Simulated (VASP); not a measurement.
Level of theory: PBEsol GGA, VASP's PBE PAW potentials (set 64) (plane waves; VASP).

VASP input:

**INCAR**
```
PREC  =  Accurate
ALGO  =  Normal   ! blocked Davidson
LASPH  =  .TRUE.   ! aspherical one-centre terms
LWAVE  =  .FALSE.
EDIFF  =  1E-7
ENCUT  =  400
LREAL  =  .FALSE.   ! projection in real space or not
LMAXMIX  =  6   ! l cut-off of mixed one-centre charges
ISMEAR  =  0
LCHARG  =  .FALSE.
ICHARG  =  11   ! fixed density
SIGMA  =  0.05   ! width (eV)
NELM  =  100
SYSTEM  =  ReS2
GGA  =  PS   ! PBEsol
LORBIT  =  11
```

**POSCAR**
```
ReS2
1
    1.5223998841     0.8789580596     6.3110037057
   -1.5223998841     0.8789580596     6.3110037057
   -0.0000000000    -1.7579161190     6.3110037057
Re S
1 2
Direct
  0.0000000000   0.0000000000   1.0000000000
  0.2465563787   0.2465563787   0.2465563787
  0.7534436213   0.7534436213   0.7534436213
```

KPOINTS:
```
k-points along high-symmetry lines
12
Line-mode
Reciprocal
  0.000000   0.000000   0.000000 ! GAMMA
  0.500000   0.500000   0.500000 ! T

  0.500000   0.500000   0.500000 ! T
  0.809156   0.190844   0.500000 ! H_2

  0.500000  -0.190844   0.190844 ! H_0
  0.500000   0.000000   0.000000 ! L

  0.500000   0.000000   0.000000 ! L
  0.000000   0.000000   0.000000 ! GAMMA

  0.000000   0.000000   0.000000 ! GAMMA
  0.345422  -0.345422   0.000000 ! S_0

  0.654578   0.000000   0.345422 ! S_2
  0.500000   0.000000   0.500000 ! F

  0.500000   0.000000   0.500000 ! F
  0.000000   0.000000   0.000000 ! GAMMA
```

POTCAR, in this order: Re S (PBE.64 set). Program: vasp_std. Read from the step before: CHGCAR.

Output

### OUTCAR
```
 ion  position               nearest neighbor table
   1  0.000  0.000  0.000-   3 2.41   3 2.41   2 2.41   2 2.41   3 2.41   2 2.41
   2  0.247  0.247  0.247-   1 2.41   1 2.41   1 2.41
   3  0.753  0.753  0.753-   1 2.41   1 2.41   1 2.41
  LATTYP: Found a trigonal (rhomboedric) cell.
 ALAT       =     6.5512622029
 COS(alpha) =     0.8919965642
 Subroutine PRICEL returns:
 Original cell was already a primitive cell.
 Subroutine GETGRP returns: Found 12 space group operations
The static configuration has the point symmetry D_3d.
The dynamic configuration has the point symmetry D_3d.
 Subroutine INISYM returns: Found 12 space group operations
   k-points           NKPTS =     84   k-points in BZ     NKDIM =     84   number of bands    NBANDS=     13
   number of dos      NEDOS =    301   number of ions     NIONS =      3
   total plane-waves  NPLWV = 110592
   dimension x,y,z NGX =    48 NGY =   48 NGZ =   48
   dimension x,y,z NGXF=    96 NGYF=   96 NGZF=   96
   ions per type =               1   2
   PREC   = accura    normal or accurate (medium, high low for compatibility)
   ISTART =      0    job   : 0-new  1-cont  2-samecut
   ICHARG =     11    charge: 1-file 2-atom 10-const
   ISPIN  =      1    spin polarized calculation?
   LNONCOLLINEAR =      F non collinear calculations
   LSORBIT =      F    spin-orbit coupling
...
```

**OSZICAR**
```
       N       E                     dE             d eps       ncg     rms          rms(c)
DAV:   1     0.606998317028E+02    0.60700E+02   -0.76135E+03  3521   0.121E+03
DAV:   2    -0.174592266419E+02   -0.78159E+02   -0.74468E+02  3752   0.244E+02
DAV:   3    -0.213016347987E+02   -0.38424E+01   -0.37589E+01  3286   0.590E+01
DAV:   4    -0.215292477095E+02   -0.22761E+00   -0.21697E+00  3583   0.119E+01
DAV:   5    -0.215383683129E+02   -0.91206E-02   -0.87757E-02  3157   0.200E+00
DAV:   6    -0.215396805479E+02   -0.13122E-02   -0.12893E-02  3263   0.654E-01
DAV:   7    -0.215397111175E+02   -0.30570E-04   -0.30497E-04  3445   0.883E-02
DAV:   8    -0.215397184255E+02   -0.73080E-05   -0.73047E-05  2640   0.344E-02
DAV:   9    -0.215397186193E+02   -0.19382E-06   -0.19359E-06  1924   0.472E-03
DAV:  10    -0.215397186569E+02   -0.37515E-07   -0.37640E-07  2062   0.336E-03
   1 F= -.21539719E+02 E0= -.21536016E+02  d E =-.740502E-02
```

### OUTCAR
```
 val. band max:        7.0554794002   @ k =   0.0314  -0.0314   0.0000

 cond. band min:       7.0642031962   @ k =   0.5281   0.4719   0.5000



 k-point     1 :       0.0000    0.0000    0.0000
  band No.  band energies     occupation
      1      -9.1604      2.00000
      2      -7.4330      2.00000
      3      -1.3787      2.00000
      4       2.7593      2.00000
      5       2.7593      2.00000
      6       4.2153      2.00000
      7       4.4927      2.00000
      8       5.4697      2.00000
      9       5.4697      2.00000
     10       7.1505      0.01457
     11       7.1505      0.01457
     12      10.0389      0.00000
     13      10.0390      0.00000

 k-point     2 :       0.0455    0.0455    0.0455
  band No.  band energies     occupation
      1      -9.1565      2.00000
      2      -7.4408      2.00000
      3      -1.3633      2.00000
      4       2.7595      2.00000
      5       2.7595      2.00000
      6       4.0882      2.00000
      7       4.6044      2.00000
      8       5.4699      2.00000
      9       5.4699      2.00000
     10       7.1484      0.01722
     11       7.1484      0.01722
     12      10.0413      0.00000
     13      10.0413      0.00000

 k-point     3 :       0.0909    0.0909    0.0909
  band No.  band energies     occupation
      1      -9.1451      2.00000
      2      -7.4639      2.00000
      3      -1.3176      2.00000
      4       2.7602      2.00000
      5       2.7602      2.00000
      6       3.8692      2.00000
      7       4.7778      2.00000
      8       5.4704      2.00000
      9       5.4704      2.00000
     10       7.1421      0.02748
     11       7.1421      0.02748
     12      10.0483      0.00000
     13      10.0483      0.00000

 k-point     4 :       0.1364    0.1364    0.1364
  band No.  band energies     occupation
      1      -9.1265      2.00000
      2      -7.5005      2.00000
      3      -1.2438      2.00000
      4       2.7613      2.00000
...
```

The density is held fixed in this step, so its total energy and stress have no physical meaning. Unless said otherwise, spin-orbit coupling is left out, though it shifts the bands of the heavy elements here.

The structure was generated: ReS2 was put into the CdCl2 type (R-3m), which need not be its known phase. It was relaxed first, which changed the volume by -23 %. The electron count is odd and the run is not spin-polarised, which forces a metal.
